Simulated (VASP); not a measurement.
An input for Ansatz (written as the equivalent of a VASP run, and not itself run):

Ansatz 0.2 input:
```yaml
crystal:
  lattice:
    - [1.7289588, -2.9946447, 0.0000000]
    - [1.7289588, 2.9946447, 0.0000000]
    - [0.0000000, 0.0000000, 5.3007041]
  atoms:
    - { symbol: Tl, position: [0.3333330, 0.6666670, 0.2500000] }
    - { symbol: Tl, position: [0.6666670, 0.3333330, 0.7500000] }
kpoints:
  mp_grid: { grid: [12, 12, 7] }
hamiltonian:
  xc: lda
  pseudopotentials: { kind: paw }
scf:
  occupations: { method: methfessel_paxton, width: 0.1 }
  max_iter: 100
relax:
  max_steps: 40
  f_tol: 0.02
  cell: {}
output: { forces: true, stress: true, eigenvalues: true }
```

**Question.** Write the VASP files for the same calculation (LDA).

**Answer.** One answer among several that fit: 
INCAR:
```
# general
SYSTEM   =  Tl
PREC     =  Accurate
ENCUT    =  500
LREAL    =  .FALSE.   # projection in real space or not
LASPH    =  .TRUE.   # aspherical one-centre terms

# electronic loop
EDIFF    =  1E-6   # SCF stop (eV)
NELM     =  100   # most electronic steps
ALGO     =  Normal
LMAXMIX  =  4   # l cut-off of mixed one-centre charges

# smearing
ISMEAR   =  1   # Methfessel-Paxton
SIGMA    =  0.1

# ions
IBRION   =  2   # conjugate gradients
NSW      =  40
ISIF     =  3   # ions, shape and volume
EDIFFG   =  -0.02   # ionic stop

# output
LWAVE    =  .FALSE.
LCHARG   =  .FALSE.
```

File KPOINTS:
```
Automatic mesh
0
Gamma
12 12 7
0 0 0
```

### POSCAR
```
Tl
1
    1.7289588365    -2.9946446514     0.0000000000
    1.7289588365     2.9946446514    -0.0000000000
   -0.0000000000    -0.0000000000     5.3007040873
Tl
2
Direct
  0.3333330000   0.6666670000   0.2500000000
  0.6666670000   0.3333330000   0.7500000000
```

POTCAR, in this order: Tl_d (LDA.64 set). Program: vasp_std.

What does not carry over: each code has its own PAW files, so the cut-off isn't converted (ENCUT is set for VASP's; basis.ecutwfc is left out, and Ansatz then takes the one that its files recommend); Ansatz stops its SCF on the density residual and VASP on the energy change (EDIFF); Ansatz's lda is the Perdew-Wang form, while the LDA potentials of VASP carry Perdew-Zunger's.

The compound is Tl in the hcp structure. It was relaxed first.
